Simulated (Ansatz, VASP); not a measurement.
**BaTiO3: VASP beside Ansatz**

One calculation is typed for both programs; each brings its own data sets and cutoff. How far apart do they land? The cell is taken from a series of VASP runs on this material, whose earlier steps may have relaxed, scaled or displaced it; both programs get it as it stands.

Method: plane waves, with VASP 6.6.1 beside it; relaxation of cell and atoms at LDA, in Ansatz 0.2.0.

### Step 1. The starting structure

Symmetry: P4mm, No. 99, tetragonal system. The conventional cell has a = 3.933 Å, b = 3.933 Å, c = 3.967 Å, α = 90.00°, β = 90.00°, γ = 90.00°. Ba has 12 O at 2.76 to 2.83 Å nearest. Ti has 6 O at 1.88 to 2.09 Å nearest. Nearest to O lie 2 Ti at 1.88 to 2.09 Å and 4 Ba at 2.78 Å. Nearest to O lie 2 Ti at 1.97 Å and 4 Ba at 2.76 to 2.83 Å. Farther neighbours and most contacts between anions are not listed.

### Step 2. Ansatz: relaxation of cell and atoms, LDA

Ansatz runs on its default PAW (the set named soft_2) files.

The relaxed volume is the usual yardstick between codes: its relative difference is about their pressure difference at one cell divided by the bulk modulus.

input.yaml reads:

```yaml
crystal:
  lattice:
    - [3.9333040755, 0.0, 0.0]
    - [0.0, 3.9333040755, 0.0]
    - [0.0, 0.0, 3.9666517487]
  atoms:
    - { symbol: Ba, position: [0.0, 0.0, 0.9981031058] }
    - { symbol: Ti, position: [0.5, 0.5, 0.5084186893] }
    - { symbol: O, position: [0.5, 0.5, 0.9811776759] }
    - { symbol: O, position: [0.5, 0.0, 0.4861502645] }
    - { symbol: O, position: [0.0, 0.5, 0.4861502645] }
hamiltonian:
  xc: lda
  pseudopotentials: { kind: paw }
kpoints:
  mp_grid: { grid: [7, 7, 7] }
scf:
  occupations: { method: gaussian, width: 0.02 }
relax:
  f_tol: 0.01
  max_steps: 60
  cell: { stress_tol: 0.05 }
output:
  forces: true
  stress: true
  write_density: true
  write_potential: true
  elf: true
  volumetric_format: npy
```

Launch:

```bash
$ ansatz run input.yaml --threads 4 --pin off --max-ram 9216MiB --backend cpu --events-out ev --progress --plain --runs-dir out
```

Numbers of over 12 decimals in the logs are rounded to 6 here.

The program printed:

```text
Engine: ansatz 0.2.0, aarch64-unknown-linux-gnu
Pseudopotentials: kind: paw
Pseudopotential: Ba, paw, valence charge 10, recommended cutoff 420 eV (normal), Ba.paw.azcp
Pseudopotential: Ti, paw, valence charge 12, recommended cutoff 420 eV (normal), Ti.paw.azcp
Pseudopotential: O, paw, valence charge 6, recommended cutoff 420 eV (normal), O.paw.azcp
Functional definition: SPW92
  exchange = slater_x
  correlation = pw_c
Crystal: 5 atoms, lattice volume = 61.368 Å³
Basis set: ecut = 420 eV, 1213 PW (Γ)
Bands: 25, of which v1, the nominal top of the filled ones, is band 20 counted from 1 (19 counted from 0)
Symmetry: 8 space group operations
Space group: P4mm (ITA 99), of the structure as read, at distance tolerance 3.9e-5 Å
k-points: 40 of 343 (time reversal used)
Non-local potential: Ba, projectors of the file, l = 0: 3, l = 1: 2, l = 2: 2, l = 3: 2
Non-local potential: Ti, projectors of the file, l = 0: 3, l = 1: 2, l = 2: 3, l = 3: 1
Non-local potential: O, projectors of the file, l = 0: 2, l = 1: 2, l = 2: 1
PAW form: soft (Blöchl's): semilocal exchange-correlation on the pseudo side does not see the compensation charge
PAW frozen core: Ba, regenerated for the run's functional, and the local potential with it (the file was generated under x = pbe(κ = 0.804, μ = 0.219515), c = pbe(β = 0.066725))
PAW frozen core: Ti, regenerated for the run's functional, and the local potential with it (the file was generated under x = pbe(κ = 0.804, μ = 0.219515), c = pbe(β = 0.066725))
PAW frozen core: O, regenerated for the run's functional, and the local potential with it (the file was generated under x = pbe(κ = 0.804, μ = 0.219515), c = pbe(β = 0.066725))
PAW one-centre angular grid: Ba, 194 points (default); XC on 64 Gauss nodes
PAW one-centre angular grid: Ti, 590 points (default); XC on 64 Gauss nodes
PAW one-centre angular grid: O, 110 points (default); XC on 64 Gauss nodes
Initial density: superposition of atomic densities (neutral atoms: chi_scale 0, normalization atom), corrected by the library's trained network
Initial wavefunctions: pseudopotential atomic-orbital guess
Functional: x = slater, c = lda
SCF iter   1: F=—  HF=-9904.543749 eV  |F-HF|=—  |Δ(HF+E_count)|=         —  Δρ=1.88e-2  dr2=2.08e-1  ethr=1.77e-3  ⟨swp⟩=6.5  Hψ=5095  notcnv=0
preconditioner: auto → Resta (q_TF=auto, 2.540 Å⁻¹)  ε∞=6.0  [insulator: Δε(μ)=1.687 eV  Ē_g=12.037 eV  σ=0.020 eV  W_gap=1.00  n_scr=18 (ndim 8)  ℏωp=26.8 eV  f_vac=0.000  D(μ)=0.00/eV (n_scr^D=0)  ε∞_Penn≈6.0]
SCF iter   2: F=—  HF=-9904.505753 eV  |F-HF|=—  |Δ(HF+E_count)|=   3.80e-2  Δρ=5.99e-3  dr2=2.66e-2  ethr=5.19e-4  ⟨swp⟩=2.8  Hψ=1966  notcnv=0  defer=40
SCF iter   3: F=—  HF=-9904.501614 eV  |F-HF|=—  |Δ(HF+E_count)|=   4.14e-3  Δρ=2.09e-3  dr2=3.43e-3  ethr=6.66e-5  ⟨swp⟩=2.0  Hψ=1434  notcnv=0  defer=40
SCF iter   4: F=—  HF=-9904.500932 eV  |F-HF|=—  |Δ(HF+E_count)|=   6.82e-4  Δρ=1.77e-4  dr2=2.95e-5  ethr=8.58e-6  ⟨swp⟩=2.0  Hψ=1755  notcnv=0  defer=40
SCF iter   5: F=—  HF=-9904.500925 eV  |F-HF|=—  |Δ(HF+E_count)|=   7.28e-6  Δρ=3.03e-5  dr2=5.51e-7  ethr=7.36e-8  ⟨swp⟩=2.2  Hψ=1585  notcnv=0  defer=40
SCF iter   6: F=-9904.500925 eV  HF=-9904.500925 eV  |F-HF|=1.43e-8  |Δ(HF+E_count)|=   1.81e-7  Δρ=7.26e-6  dr2=2.63e-8  ethr=2.50e-10  ⟨swp⟩=9.0  Hψ=7297  notcnv=0
SCF 1 converged in 6 iterations: F = -9904.500925 eV  dr2 = 2.63e-8
  Residual-converged pass: ⟨swp⟩=1.0  Hψ=1161  notcnv=0  max |occ|·‖R‖ = 7.0e-9 eV (tolerance 1.0e-8 eV)  dr2=2.63e-8  dr2_onsite=1.39e-9  max |Δocc| = 0.0e0
  greatest PAW one-centre occupation: 0.999 electrons in one spin orbital (limit 2), on the Ti atom at site 1 (counted from 0), in its partial waves of l = 0
relax step   1: F+E_penalty+E_count = -9904.50092493 eV  Δ(F+E_penalty+E_count) = +0.000e0 eV  max|allowed force component| = 7.961e-2 eV/Å  Δτ_max = 0.0000 Å  P = -0.707 GPa  Ω = 61.368 Å³  (6 SCF iters, dr2 threshold 1.00e-7 eV, accepted)
[... from here on, the SCF cycles and remarks between the steps are left out ...]
relax step   2: F+E_penalty+E_count = -9904.50255186 eV  Δ(F+E_penalty+E_count) = -1.627e-3 eV  max|allowed force component| = 4.949e-2 eV/Å  Δτ_max = 0.0005 Å  P = +0.043 GPa  Ω = 61.142 Å³  energy of the carried Pulay correction = +1.106e-3 eV  (6 SCF iters, dr2 threshold 5.00e-7 eV, accepted)
relax step   3: F+E_penalty+E_count = -9904.50254659 eV  Δ(F+E_penalty+E_count) = +5.276e-6 eV  max|allowed force component| = 5.191e-2 eV/Å  Δτ_max = 0.0010 Å  P = +0.025 GPa  Ω = 61.153 Å³  energy of the carried Pulay correction = +1.050e-3 eV  (6 SCF iters, dr2 threshold 1.53e-7 eV, accepted)
relax step   4: F+E_penalty+E_count = -9904.50249527 eV  Δ(F+E_penalty+E_count) = +5.132e-5 eV  max|allowed force component| = 4.230e-2 eV/Å  Δτ_max = 0.0044 Å  P = -0.039 GPa  Ω = 61.208 Å³  energy of the carried Pulay correction = +7.794e-4 eV  (6 SCF iters, dr2 threshold 1.68e-7 eV, accepted)
relax step   5: F+E_penalty+E_count = -9904.50256468 eV  Δ(F+E_penalty+E_count) = -6.941e-5 eV  max|allowed force component| = 4.682e-3 eV/Å  Δτ_max = 0.0085 Å  P = -0.010 GPa  Ω = 61.257 Å³  energy of the carried Pulay correction = +5.393e-4 eV  (6 SCF iters, dr2 threshold 1.12e-7 eV, accepted)
relax step   6: F+E_penalty+E_count = -9904.50255420 eV  Δ(F+E_penalty+E_count) = +1.048e-5 eV  max|allowed force component| = 6.345e-3 eV/Å  Δτ_max = 0.0006 Å  P = -0.005 GPa  Ω = 61.262 Å³  energy of the carried Pulay correction = +5.159e-4 eV  (6 SCF iters, accepted)
relax step   7: F+E_penalty+E_count = -9904.50254749 eV  Δ(F+E_penalty+E_count) = +6.711e-6 eV  max|allowed force component| = 9.371e-4 eV/Å  Δτ_max = 0.0008 Å  P = -0.004 GPa  Ω = 61.271 Å³  energy of the carried Pulay correction = +4.752e-4 eV  (6 SCF iters, dr2 threshold 5.93e-8 eV, accepted)
relax step   8: F+E_penalty+E_count = -9904.50209110 eV  Δ(F+E_penalty+E_count) = +4.564e-4 eV  max|allowed force component| = 1.000e-3 eV/Å  Δτ_max = 0.0000 Å  P = -0.016 GPa  Ω = 61.271 Å³  stress off target by 1.97e-2 GPa  SCF on the basis re-selected at this cell (its energy is not comparable with the rows above)  (8 SCF iters)
basis re-selected at this cell: Δ(F+E_penalty+E_count) = +4.564e-4 eV, ΔP = -0.012 GPa vs the last step (what re-selecting the basis moved, of the pressure what is left beyond the Pulay correction that the steps carried, after the strain that the cell walked since its last selection, with what the two solves' SCF thresholds leave and, on support functions, any second-order correction that the steps lacked; it is no m [...]
SCF converged after 8 iterations
Free energy (F): -9904.502091 eV
Harris-Foulkes:  -9904.502091 eV  (|F-HF|=3.64e-12)
Internal energy: -9904.502091 eV  (E = F + TS)
E sigma→0 (E₀):  -9904.502091 eV
Fermi energy:    11.509727 eV
--- Per-component energies (eV) ---
  E_band       = -122.757287
  E_kinetic    = 970.626415
  E_local      = -2050.863605  (includes V_loc(G=0)·N_el)
  E_nonlocal   = 216.535561
  E_hartree    = 800.903458
  E_xc         = -486.533812
  E_vxc        = -544.309826  (∫ρ·V_xc dr)
  E_paw        = -6495.504090  (= ΣΔE_a)
  E_vpaw       = -316.560268  (= ΣTr[D̂ρ^β])
  E_aug_tail   = 0.007519  (compensation charges beyond the density's cutoff)
  E_ewald      = -2860.572767
  E_core_change = 0.899230  (= ΣΔE_core)
  E_smearing   = -0.000000  (= −TS)
  E_closure    = 0.000000  (closes the sum)
  Σ components = -9904.502091   (vs F -9904.502091, Δ=0.00e0)
--- Forces (eV/Å), atoms counted from 1 ---
  atom   1  Ba    -0.00000000    -0.00000000     0.00093482
  atom   2  Ti    -0.00000000    -0.00000000     0.00076139
  atom   3  O     -0.00000000    -0.00000000    -0.00099411
  atom   4  O      0.00000000     0.00000000    -0.00033518
  atom   5  O     -0.00000000     0.00000000    -0.00033518
  max |Σ_I F_I| component: 3.18e-5 eV/Å
--- Stress (GPa, compression-positive) ---
       -0.019694       0.000000       0.000000
        0.000000      -0.019694      -0.000000
        0.000000      -0.000000      -0.007243
  P = ⅓ Tr σ = -0.0155 GPa (-0.155 kbar)
--- Band table (eV; the first three rows and the last of 40) ---
  k-point 0: bands = [... 16 lower, 9.3505, 10.3755, 10.3928, 10.3928, 12.4863, 12.7362, 12.7362, 15.0755, ... 1 higher]
  k-point 1: bands = [... 16 lower, 9.1726, 9.9258, 10.3034, 10.3034, 12.5121, 13.0930, 13.0930, 15.0772, ... 1 higher]
  k-point 2: bands = [... 16 lower, 8.8207, 9.1722, 10.1167, 10.1167, 12.5717, 13.8070, 13.8070, 15.0796, ... 1 higher]
  k-point 39: bands = [... 16 lower, 8.2524, 10.3664, 10.4065, 10.5301, 15.0207, 15.0216, 15.0497, 17.6231, ... 1 higher]
--- Relaxed structure (7 steps of the walk, 7 accepted, 1 SCFs on fresh bases) ---
  F+E_penalty+E_count = -9904.50209110 eV   max|allowed force component| = 1.000e-3 eV/Å   (the final SCF, on the basis selected at the relaxed cell)
  cell:  # Å, volume = 61.2705 Å³
    - [3.926591, 0.0, 0]
    - [0.0, 3.926591, 0.0]
    - [0, 0.0, 3.973931]
  atoms:
    - { symbol: Ba, position: [0, 0.0, 0.999445] }
    - { symbol: Ti, position: [0.5, 0.5, 0.511802] }
    - { symbol: O, position: [0.5, 0.5, 0.978407] }
    - { symbol: O, position: [0.5, 0.0, 0.485173] }
    - { symbol: O, position: [0, 0.5, 0.485173] }
```

Elapsed: 15 s, on 4 threads of Arm Neoverse V1, shared host; peak memory 0.44 GiB.

(Continued in part 2 of 2.)

[Lines on the potential files, build, host, timing and source positions are cut from VASP's logs without a mark.]

[Logs are printed without paths, hosts, clocks, repeated set-up lines and the standing remarks that a program may print on its own settings, such as how far it seeks lower states.]

[Hosts, paths, dates, database ids (printed as entryN), source tags and the programs' standing remarks are cut or masked in the printed files.]
